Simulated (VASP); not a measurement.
```
CELL_PARAMETERS angstrom
      1.46534    -2.53805     0.00000
      1.46534     2.53805     0.00000
      0.00000     0.00000     2.85195
ATOMIC_POSITIONS crystal
  W  0.00000 0.00000 0.00000
  C  0.33333 0.66667 0.50000
```

The numbers are results of PW91 GGA, VASP's PBE PAW potentials (set 64) (plane waves; VASP), not measurements. Settings: 520 eV cut-off, Gaussian smearing of 0.050 eV, potentials W_sv C.

Unless said otherwise, spin-orbit coupling is left out, though it shifts the bands of the heavy elements here.

Problem. Estimate the band gap (along the path) with the smallest direct gap where there is one.

Solution. 
```yaml
band gap (along the path): none (metal, semimetal or under 0.01 eV)
```

The absolute energy has meaning only against runs of the same code, potentials and settings.

The compound is WC in the wc structure. It was relaxed first.
